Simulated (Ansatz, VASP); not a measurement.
**Sb (Antimony) in two plane-wave programs**

One calculation is typed for both programs; each brings its own data sets. How far apart do they land? The cell is taken from a series of runs on this material, whose earlier steps may have relaxed, scaled, displaced or heated it; both programs get it as it stands.

Main program and level: Ansatz 0.2.0; plane waves, with VASP 6.6.1 beside it; relaxation of cell and atoms at PBEsol.

### 1. The structure

Symmetry: Pm-3m, No. 221, cubic system. The conventional cell has a = 3.061 Å, b = 3.061 Å, c = 3.061 Å, α = 90.00°, β = 90.00°, γ = 90.00°. Sb has 6 Sb at 3.06 Å nearest.

### 2. VASP: relaxation of cell and atoms, PBEsol, pair 1

The relaxed volume is the usual yardstick between codes: in a stiff, nearly cubic crystal its relative difference is about their pressure difference at one cell divided by the bulk modulus.

Lines of VASP's logs that name or quote its potential files are left out, and so is its time.

Input file INCAR:

```
SYSTEM = Sb
PREC = Accurate
ENCUT = 500
EDIFF = 1E-07
NELM = 120
ISMEAR = 0
SIGMA = 0.1
LREAL = .FALSE.
ALGO = Normal
GGA = PS
NBANDS = 8
LORBIT = 11
LWAVE = .FALSE.
LCHARG = .FALSE.
ISIF = 3
IBRION = 2
NSW = 80
EDIFFG = -0.005
LASPH = .TRUE.
GGA_COMPAT = .FALSE.
NELMIN = 4
KPAR = 2
```

Input file POSCAR:

```
Sb
1.0
    3.0606030000      0.0000000000      0.0000000000
    0.0000000000      3.0606030000      0.0000000000
    0.0000000000      0.0000000000      3.0606030000
Sb
1
Direct
    0.0000000000      0.0000000000      0.0000000000
```

Input file KPOINTS:

```
Automatic mesh
0
Gamma
12 12 12
0 0 0
```

The projector-augmented-wave data sets are Sb (PBE family, release 64).

On the command line:

```sh
$ mpirun -np 2 vasp_std
```

Numbers of over 12 decimals in the logs are rounded to 6 here.

Log:

```text
[banner, memory and clock lines left out]
running    2 mpi-ranks, on    1 nodes
 distrk:  each k-point on    1 cores,    2 groups
 distr:  one band on    1 cores,    1 groups

 POSCAR found type information on POSCAR Sb
 POSCAR found :  1 types and       1 ions
|                                                                             |
|               ----> ADVICE to this user running VASP <----                  |
|                                                                             |
|     You enforced a specific xc type in the INCAR file but a different       |
|     [... a line on the potential file left out ...]
|     I HOPE YOU KNOW WHAT YOU ARE DOING!                                     |
|                                                                             |

 LDA part: xc-table for (Slater+PW92), standard interpolation
 POSCAR, INCAR and KPOINTS ok, starting setup
 FFT: planning ... GRIDC
 FFT: planning ... GRID_SOFT
 FFT: planning ... GRID
 WAVECAR not read
 entering main loop
       N       E                     dE             d eps       ncg     rms          rms(c)
DAV:   1     0.457616145299E+01    0.45762E+01   -0.16449E+03  1344   0.396E+02
DAV:   2    -0.441586737949E+01   -0.89920E+01   -0.87219E+01  1872   0.523E+01
DAV:   3    -0.452313434778E+01   -0.10727E+00   -0.10724E+00  1608   0.642E+00
DAV:   4    -0.452352286544E+01   -0.38852E-03   -0.38851E-03  2048   0.457E-01
DAV:   5    -0.452352424391E+01   -0.13785E-05   -0.13788E-05  1696   0.177E-02    0.199E+00
DAV:   6    -0.452209381358E+01    0.14304E-02   -0.20493E-04  1888   0.112E-01    0.119E+00
DAV:   7    -0.452105653259E+01    0.10373E-02   -0.59671E-04  1536   0.176E-01    0.568E-02
DAV:   8    -0.452106679963E+01   -0.10267E-04   -0.18028E-05  1968   0.289E-02    0.473E-03
DAV:   9    -0.452106759700E+01   -0.79737E-06   -0.59499E-07  1688   0.522E-03    0.142E-03
DAV:  10    -0.452106756318E+01    0.33817E-07   -0.10842E-07  1704   0.189E-03
   1 F= -.45210676E+01 E0= -.45190737E+01  d E =-.452107E+01
 curvature:   0.00 expect dE= 0.000E+00 dE for cont linesearch  0.000E+00
 trial: gam= 0.00000 g(F)=  0.000E+00 g(S)=  0.133E-03 ort = 0.000E+00 (trialstep = 0.100E+01)
 search vector abs. value=  0.133E-03
 bond charge predicted
       N       E                     dE             d eps       ncg     rms          rms(c)
DAV:   1    -0.452122368430E+01   -0.15609E-03   -0.38432E-03  1472   0.264E-01    0.502E-02
DAV:   2    -0.452113890029E+01    0.84784E-04   -0.76193E-05  1520   0.534E-02    0.300E-02
DAV:   3    -0.452109335537E+01    0.45545E-04   -0.93744E-05  1456   0.403E-02    0.846E-03
DAV:   4    -0.452109337378E+01   -0.18412E-07   -0.10153E-06  1704   0.748E-03    0.813E-03
DAV:   5    -0.452109345951E+01   -0.85731E-07   -0.10171E-07  1480   0.204E-03
   2 F= -.45210935E+01 E0= -.45191070E+01  d E =-.258963E-04
 trial-energy change:   -0.000026  1 .order   -0.000028   -0.000133    0.000076
 step:   0.6191(harm=  0.6367)  dis= 0.00000  next Energy=    -4.521108 (dE=-0.405E-04)
 bond charge predicted
       N       E                     dE             d eps       ncg     rms          rms(c)
DAV:   1    -0.452112570616E+01   -0.32332E-04   -0.55912E-04  1496   0.101E-01    0.184E-02
DAV:   2    -0.452111393822E+01    0.11768E-04   -0.10939E-05  1448   0.203E-02    0.109E-02
DAV:   3    -0.452110820976E+01    0.57285E-05   -0.13507E-05  1448   0.153E-02    0.326E-03
DAV:   4    -0.452110819802E+01    0.11744E-07   -0.14489E-07  1496   0.284E-03
   3 F= -.45211082E+01 E0= -.45191187E+01  d E =-.406348E-04
 curvature:  -0.32 expect dE=-0.248E-07 dE for cont linesearch -0.248E-07
 trial: gam=-0.02365 g(F)=  0.569E-71 g(S)=  0.780E-07 ort = 0.322E-05 (trialstep = 0.924E+00)
 search vector abs. value=  0.146E-09
 reached required accuracy - stopping structural energy minimisation
```

Parts of OUTCAR (step 2):

```text
ion  position               nearest neighbor table
   1  0.000  0.000  0.000-

  LATTYP: Found a simple cubic cell.
 ALAT       =     3.0606030000

 Subroutine GETGRP returns: Found 48 space group operations
 (whereof 48 operations were pure point group operations)

The static configuration has the point symmetry O_h .

 Found     84 irreducible k-points:

   k-points           NKPTS =     84   k-points in BZ     NKDIM =     84   number of bands    NBANDS=      8

   dimension x,y,z NGX =    24 NGY =   24 NGZ =   24
   dimension x,y,z NGXF=    48 NGYF=   48 NGZF=   48

   ENCUT  =  500.0 eV  36.75 Ry    6.06 a.u.   5.58  5.58  5.58*2*pi/ulx,y,z

   NELECT =       5.0000    total number of electrons

 k-points in reciprocal lattice and weights: Automatic mesh
   0.00000000  0.00000000  0.00000000       0.001
   0.08333333  0.00000000  0.00000000       0.003
   0.16666667  0.00000000  0.00000000       0.003
   0.25000000  0.00000000  0.00000000       0.003
   0.33333333  0.00000000  0.00000000       0.003
   0.41666667  0.00000000  0.00000000       0.003
   0.50000000  0.00000000  0.00000000       0.002
   0.08333333  0.08333333  0.00000000       0.007
   0.16666667  0.08333333  0.00000000       0.014
[...]
0.50000000  0.50000000  0.41666667       0.003
   0.50000000  0.50000000  0.50000000       0.001

 average (electrostatic) potential at core
       1 -85.1703

 E-fermi :   7.5512

 k-point     1 :       0.0000    0.0000    0.0000
  band No.  band energies     occupation
      1      -5.2338      2.00000
      2      10.8125      0.00000
      3      10.8125      0.00000
      4      10.8125      0.00000
      5      14.4464      0.00000
      6      14.4464      0.00000
    ...

 k-point     2 :       0.0833    0.0000    0.0000
  band No.  band energies     occupation
      1      -5.1290      2.00000
      2       9.5459      0.00000
      3      10.9169      0.00000
      4      10.9169      0.00000
      5      14.5280      0.00000
      6      15.1430      0.00000
    ...

 k-point     3 :       0.1667    0.0000    0.0000
  band No.  band energies     occupation
      1      -4.8185      2.00000
      2       7.4335      1.90403
      3      11.2198      0.00000
      4      11.2198      0.00000
      5      14.7714      0.00000
      6      15.6091      0.00000
      7      18.8932      0.00000
    ...

  Total        0.0007340      0.0007340      0.0007340     -0.0000000      0.0000000      0.0000000
  in kB        0.0409059      0.0409059      0.0409059     -0.0000000      0.0000000      0.0000000
  external PRESSURE =       0.0409059 kB  Pullay stress =       0.0000000 kB

  energy-cutoff  :      500.00
  volume of cell :       28.75
      direct lattice vectors                 reciprocal lattice vectors
     3.063370795  0.000000000 -0.000000000     0.326437793 -0.000000000 -0.000000000
     0.000000000  3.063370795 -0.000000000    -0.000000000  0.326437793  0.000000000
     0.000000000  0.000000000  3.063370795     0.000000000  0.000000000  0.326437793

 POSITION                                       TOTAL-FORCE (eV/Angst)
 -----------------------------------------------------------------------------------
      0.00000      0.00000      0.00000         0.000000      0.000000      0.000000
 -----------------------------------------------------------------------------------
    total drift:                                0.000000     -0.000000      0.000000

  FREE ENERGIE OF THE ION-ELECTRON SYSTEM (eV)
  ---------------------------------------------------
  free  energy   TOTEN  =        -4.5211081980 eV

  energy  without entropy=       -4.5171291094  energy(sigma->0) =       -4.51911865

 reached required accuracy - stopping structural energy minimisation

 total charge
# of ion       s       p       d       tot
------------------------------------------
    1        1.213   1.133   0.040   2.386

[... 3 further parts left out ...]
```

The run keeps the 48 symmetry operations of its start, so it cannot find a distortion of lower symmetry.

### 3. Ansatz: relaxation of cell and atoms, PBEsol, pair 1

Ansatz runs on norm-conserving files, of PseudoDojo where its log says so.

The same cell, functional, mesh and smearing now go to Ansatz, which takes its cutoff from its data sets.

Input file input.yaml:

```yaml
crystal:
  lattice:
    - [3.0606026383, 0.0, 0.0]
    - [0.0, 3.0606026383, 0.0]
    - [0.0, 0.0, 3.0606026383]
  atoms:
    - { symbol: Sb, position: [0.0, 0.0, 0.0] }
kpoints:
  mp_grid: { grid: [12, 12, 12] }
hamiltonian:
  xc: pbesol
  pseudopotentials: { kind: nc }
scf:
  occupations: { method: gaussian, width: 0.1 }
output:
  forces: true
  stress: true
  eigenvalues: true
relax:
  adjacent_minimum: "off"
  f_tol: 0.005
  max_steps: 80
  cell: { stress_tol: 0.05 }
```

On the command line:

```sh
$ ansatz run input.yaml --threads 4 --pin off --max-ram 7168MiB --backend cpu --events-out ev --progress --plain --runs-dir out
```

Log:

```text
Engine: ansatz 0.2.0, aarch64-unknown-linux-gnu
Pseudopotentials: kind: nc
Pseudopotential: Sb, nc, valence charge 15, recommended cutoff 1088.45545 eV (normal), Sb.nc.azcp (PseudoDojo's, or run here from an input of PseudoDojo's: the run reads no file of this project's for it)
Functional definition: PBEsol
  exchange = pbesol_x
  correlation = pbesol_c
Crystal: 1 atoms, lattice volume = 28.670 Å³
Basis set: ecut = 1088.45545 eV, 2325 PW (Γ), exchange–correlation on 72×72×72 points (8 copies of the dense FFT grid, shifted against one another)
Bands: 12, of which v1, the nominal top of the filled ones, is band 8 counted from 1 (7 counted from 0)
Symmetry: 48 space group operations
Space group: Pm-3m (ITA 221), of the structure as read, at distance tolerance 3.1e-5 Å
k-points: 84 of 1728
Non-local potential: Sb, projectors of the file, l = 0: 2, l = 1: 2, l = 2: 2, l = 3: 2
Initial density: superposition of atomic densities (chi_scale 0.1, normalization cell)
Initial wavefunctions: pseudopotential atomic-orbital guess
Functional: x = pbesol(κ = 0.804, μ = 0.123457), c = pbesol(β = 0.046)
SCF iter   1: F=—  HF=-2469.730498 eV  |F-HF|=—  |Δ(HF+E_count)|=         —  Δρ=1.25e-2  dr2=3.61e-2  ethr=3.10e-3  ⟨swp⟩=5.8  Hψ=6448  notcnv=0
preconditioner: auto → none  [metal: Δε(μ)=0.093 eV  Ē_g=12.391 eV  σ=0.100 eV  W_gap=0.45  n_scr=6 (ndim 8)  ℏωp=15.5 eV  f_vac=0.000  D(μ)=0.80/eV (n_scr^D=6)  sad-step TF]
SCF iter   2: F=—  HF=-2469.727644 eV  |F-HF|=—  |Δ(HF+E_count)|=   2.85e-3  Δρ=8.10e-3  dr2=1.49e-2  ethr=2.40e-4  ⟨swp⟩=1.3  Hψ=1709  notcnv=0
SCF iter   3: F=—  HF=-2469.726307 eV  |F-HF|=—  |Δ(HF+E_count)|=   1.34e-3  Δρ=4.71e-4  dr2=5.92e-5  ethr=9.94e-5  ⟨swp⟩=1.4  Hψ=1165  notcnv=0
SCF iter   4: F=—  HF=-2469.726356 eV  |F-HF|=—  |Δ(HF+E_count)|=   4.89e-5  Δρ=2.71e-4  dr2=7.37e-6  ethr=3.94e-7  ⟨swp⟩=2.0  Hψ=1596  notcnv=0
SCF iter   5: F=—  HF=-2469.726357 eV  |F-HF|=—  |Δ(HF+E_count)|=   5.75e-7  Δρ=7.43e-5  dr2=5.85e-7  ethr=4.91e-8  ⟨swp⟩=2.0  Hψ=1585  notcnv=0
SCF iter   6: F=—  HF=-2469.726357 eV  |F-HF|=—  |Δ(HF+E_count)|=   2.01e-7  Δρ=3.24e-5  dr2=1.03e-7  ethr=6.67e-10  ⟨swp⟩=7.1  Hψ=4992  notcnv=0
SCF iter   7: F=-2469.726357 eV  HF=-2469.726357 eV  |F-HF|=1.12e-9  |Δ(HF+E_count)|=   4.79e-8  Δρ=3.83e-6  dr2=1.52e-9  ethr=6.67e-10  ⟨swp⟩=4.0  Hψ=3207  notcnv=0
SCF 1 converged in 7 iterations: F = -2469.726357 eV  dr2 = 1.52e-9
relax step   1: F+E_penalty+E_count = -2469.72635652 eV  Δ(F+E_penalty+E_count) = +0.000e0 eV  max|allowed force component| = 0.000e0 eV/Å  Δτ_max = 0.0000 Å  P = -0.003 GPa  Ω = 28.670 Å³  (7 SCF iters, dr2 threshold 1.00e-7 eV, accepted)
Initial density: handed on by an earlier stage of this run
Initial wavefunctions: pseudopotential atomic-orbital guess (no wavefunctions were taken with the density)
iter 1 solved again at ethr=1.82e-8 eV; its pass at ethr=3.10e-3 eV (dr2=2.73e-6 eV) is discarded
SCF iter   1: F=—  HF=-2469.726357 eV  |F-HF|=—  |Δ(HF+E_count)|=         —  Δρ=4.05e-6  dr2=1.54e-9  ethr=1.82e-8  ⟨swp⟩=4.2  Hψ=9916  notcnv=0
preconditioner: auto → none  [metal: Δε(μ)=0.099 eV  Ē_g=12.401 eV  σ=0.100 eV  W_gap=0.47  n_scr=6 (ndim 8)  ℏωp=15.5 eV  f_vac=0.000  D(μ)=0.79/eV (n_scr^D=6)]
SCF iter   2: F=—  HF=-2469.726357 eV  |F-HF|=—  |Δ(HF+E_count)|=   6.64e-7  Δρ=9.67e-7  dr2=1.04e-10  ethr=1.03e-11  ⟨swp⟩=2.7  Hψ=1744  notcnv=0
SCF iter   3: F=-2469.726357 eV  HF=-2469.726357 eV  |F-HF|=4.55e-13  |Δ(HF+E_count)|=  3.27e-11  Δρ=1.63e-7  dr2=3.31e-12  ethr=1.00e-12  ⟨swp⟩=7.6  Hψ=5297  notcnv=0
SCF 2 converged in 3 iterations: F = -2469.726357 eV  dr2 = 3.31e-12
relax step   2: F+E_penalty+E_count = -2469.72635652 eV  Δ(F+E_penalty+E_count) = -1.228e-10 eV  max|allowed force component| = 0.000e0 eV/Å  Δτ_max = 0.0000 Å  P = -0.003 GPa  Ω = 28.670 Å³  stress off target by 2.66e-3 GPa  SCF on the basis re-selected at this cell (its energy is not comparable with the rows above)  (3 SCF iters)
basis re-selected at this cell: Δ(F+E_penalty+E_count) = -1.228e-10 eV, ΔP = +0.000 GPa vs the last step (what re-selecting the basis moved, of the pressure what is left beyond the Pulay correction that the steps carried, after the strain that the cell walked since its last selection, with what the two solves' SCF thresholds leave and, on support functions, any second-order correction that the steps lacked; it is no  [...]
SCF converged after 3 iterations
Free energy (F): -2469.726357 eV
Harris-Foulkes:  -2469.726357 eV  (|F-HF|=4.55e-13)
Internal energy: -2469.722388 eV  (E = F + TS)
E sigma→0 (E₀):  -2469.724372 eV
Entropy (-TS):   -0.003969 eV (-3.969 meV/atom)
Fermi energy:    10.989396 eV
--- Per-component energies (eV) ---
  E_band       = -153.563230
  E_kinetic    = 1449.380094
  E_local      = -1086.290273  (includes V_loc(G=0)·N_el)
  E_nonlocal   = -1299.896665
  E_hartree    = 580.142603
  E_xc         = -611.292222
  E_vxc        = -377.041562  (∫ρ·V_xc dr)
  E_ewald      = -1501.765926
  E_smearing   = -0.003969  (= −TS)
  E_closure    = 0.000000  (closes the sum)
  Σ components = -2469.726357   (vs F -2469.726357, Δ=0.00e0)
--- Forces (eV/Å), atoms counted from 1 ---
  atom   1  Sb    -0.00000000    -0.00000000     0.00000000
  max |Σ_I F_I| component: 6.57e-32 eV/Å
--- Stress (GPa, compression-positive) ---
       -0.002659       0.000000       0.000000
        0.000000      -0.002659       0.000000
        0.000000       0.000000      -0.002659
  P = ⅓ Tr σ = -0.0027 GPa (-0.027 kbar)
--- Band table (eV; the first three rows and the last of 84) ---
  k-point 0: bands = [... 4 lower, -18.0916, -1.8169, 14.2516, 14.2516, 14.2516, 18.1004, 18.1004, 19.2752]
  k-point 1: bands = [... 4 lower, -18.0913, -1.7120, 12.9874, 14.3562, 14.3562, 18.1870, 18.7652, 20.1373]
  k-point 2: bands = [... 4 lower, -18.0905, -1.4006, 10.8730, 14.6593, 14.6593, 18.4463, 19.1753, 22.6145]
  k-point 83: bands = [... 4 lower, -18.0071, 6.5512, 9.2126, 9.2126, 9.2126, 15.7224, 15.7224, 15.7224]
--- Relaxed structure (1 steps of the walk, 1 accepted, 1 SCFs on fresh bases) ---
  F+E_penalty+E_count = -2469.72635652 eV   max|allowed force component| = 0.000e0 eV/Å   (the final SCF, on the basis selected at the relaxed cell)
  cell:  # Å, volume = 28.6695 Å³
    - [3.0606026383, 0.0, 0.0]
    - [0.0, 3.0606026383, 0.0]
    - [0.0, 0.0, 3.0606026383]
  atoms:
    - { symbol: Sb, position: [0.0, 0.0, 0.0] }
```

In the SCF lines HF is the Harris–Foulkes energy and dr2 the Hartree energy of the density residual, in eV; the loop may stop once dr2 is under the threshold and the program's other checks hold. Hψ counts applications of the Hamiltonian.

### 4. Comparison

Known differences besides the potentials themselves: the data sets hold 15 valence electrons in Ansatz (on norm-conserving files, of PseudoDojo where its log says so) and 5 in VASP; the cutoff is 1088.46 eV in Ansatz and 500 eV in VASP; Ansatz adds a Pulay correction to the stress that steers its cell, VASP none. Total energies have different zeros and are not compared.

Both answers:

```csv
quantity,Ansatz,VASP,difference
volume (Å³),28.67,28.75,-0.27 %
"edge a after relaxation, in the typed setting (Å)",3.061,3.063,-0.09 %
```

### 5. VASP: relaxation of cell and atoms, PBEsol, pair 2

The relaxed volume is the usual yardstick between codes: in a stiff, nearly cubic crystal its relative difference is about their pressure difference at one cell divided by the bulk modulus. This pair takes another cell of the material, with 2 atoms against 1 for the pair before.

INCAR, as its differences from that of step 2:

```diff
@@ -5,4 +5,4 @@
 NELM = 120
-ISMEAR = 0
-SIGMA = 0.1
+ISMEAR = 1
+SIGMA = 0.15
 LREAL = .FALSE.
@@ -10,3 +10,3 @@
 GGA = PS
-NBANDS = 8
+NBANDS = 11
 LORBIT = 11
```

Input file POSCAR:

```
Sb
1.0
   -2.1709880000      2.1709880000      3.1140950000
    2.1709880000     -2.1709880000      3.1140950000
    2.1709880000      2.1709880000     -3.1140950000
Sb
2
Direct
    0.7300445234      0.7300445234      0.0000000000
    0.2699556372      0.2699556372      0.0000000000
```

KPOINTS is that of step 2.

On the command line:

```sh
$ mpirun -np 2 vasp_std
```

Log:

```text
[banner, memory and clock lines left out]
running    2 mpi-ranks, on    1 nodes
[...]
[... a notice as in an earlier step ...]

 LDA part: xc-table for (Slater+PW92), standard interpolation
 POSCAR, INCAR and KPOINTS ok, starting setup
[...]
entering main loop
       N       E                     dE             d eps       ncg     rms          rms(c)
DAV:   1     0.308661049494E+02    0.30866E+02   -0.34421E+03  3586   0.690E+02
DAV:   2    -0.741661899217E+01   -0.38283E+02   -0.36950E+02  4674   0.107E+02
DAV:   3    -0.909024735809E+01   -0.16736E+01   -0.16386E+01  4368   0.253E+01
DAV:   4    -0.910580173095E+01   -0.15554E-01   -0.15554E-01  4065   0.282E+00
[...]
DAV:  10    -0.909552703847E+01    0.14262E-06   -0.22929E-07  4128   0.301E-03    0.154E-03
DAV:  11    -0.909552720807E+01   -0.16960E-06   -0.24694E-08  2285   0.946E-04    0.177E-04
DAV:  12    -0.909552720600E+01    0.20654E-08   -0.34568E-09  2099   0.402E-04
   1 F= -.90955272E+01 E0= -.90954453E+01  d E =-.909553E+01
[... from here on, the cycles between the ionic steps are left out ...]
   2 F= -.90955915E+01 E0= -.90955419E+01  d E =-.642539E-04
   3 F= -.90956632E+01 E0= -.90955999E+01  d E =-.135994E-03
   4 F= -.90956630E+01 E0= -.90956001E+01  d E =-.135802E-03
   5 F= -.90956683E+01 E0= -.90956019E+01  d E =-.527318E-05
   6 F= -.90956724E+01 E0= -.90955992E+01  d E =-.936398E-05
   7 F= -.90956754E+01 E0= -.90956044E+01  d E =-.301404E-05
 trial-energy change:   -0.000003  1 .order   -0.000003   -0.000004   -0.000002
 step:   1.0059(harm=  1.0059)  dis= 0.00072  next Energy=    -9.095677 (dE=-0.489E-05)
 reached required accuracy - stopping structural energy minimisation
```

Parts of OUTCAR (step 5):

```text
  Total       -0.0063034     -0.0063034      0.0056397      0.0000000      0.0000000      0.0000000
  in kB       -0.1715467     -0.1715467      0.1534848      0.0000000      0.0000000      0.0000000
  external PRESSURE =      -0.0632028 kB  Pullay stress =       0.0000000 kB

 POSITION                                       TOTAL-FORCE (eV/Angst)
 -----------------------------------------------------------------------------------
      0.00000      0.00000      4.55175        -0.000000     -0.000000      0.003153
      0.00000      0.00000      1.68048         0.000000      0.000000     -0.003153
 -----------------------------------------------------------------------------------
    total drift:                                0.000000      0.000000     -0.000163

  FREE ENERGIE OF THE ION-ELECTRON SYSTEM (eV)
  ---------------------------------------------------
  free  energy   TOTEN  =        -9.0956753858 eV

  energy  without entropy=       -9.0954624821  energy(sigma->0) =       -9.09560442

[... 1 part as in an earlier step ...]

[... 3 further parts left out ...]
[key lines of the parts left out:]
E-fermi :   7.2713
```

[end of part 1 of 2]

[Lines on the potential files, build, host, timing and source positions are cut from VASP's logs without a mark.]

[Logs are printed without paths, hosts, clocks, repeated set-up lines and the standing remarks that a program may print on its own settings, such as how far it seeks lower states.]

[Hosts, paths, dates, database ids (printed as entryN), source tags and the programs' standing remarks are cut or masked in the printed files.]
